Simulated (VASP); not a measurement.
Given:

```
CELL_PARAMETERS angstrom
      0.00000     2.61163     2.61163
      2.61163     0.00000     2.61163
      2.61163     2.61163     0.00000
ATOMIC_POSITIONS crystal
  Mg 0.00000 0.00000 0.00000
  S  0.50000 0.50000 0.50000
```

All values below come from PBE GGA, VASP's PBE PAW potentials (set 64) (plane waves; VASP). Numerical set-up: 480 eV cut-off, 8×8×8 Γ-centred mesh, Gaussian smearing of 0.050 eV, potentials Mg S.

Energy and stress use the plane-wave basis of the starting cell.

Question: The ions, cell shape and volume at an external pressure of 5.0 GPa are relaxed. Predict the relaxed structure.

Answer: 
```
CELL_PARAMETERS angstrom
      0.00000     2.56026     2.56026
      2.56026     0.00000     2.56026
      2.56026     2.56026     0.00000
ATOMIC_POSITIONS crystal
  Mg 0.00000 0.00000 0.00000
  S  0.50000 0.50000 0.50000
```
Space group Fm-3m (225), at a tolerance of 0.03 Å.

Question: How do energy and volume change from the first to the last step?

Answer: The energy (σ→0) changes by +15.2 meV/atom and the volume by -5.8 %, in 3 ionic steps.

The compound is MgS in the rock salt structure. This run relaxes it under an external pressure of 5 GPa. Symmetry was kept, so distortions that lower it aren't found.
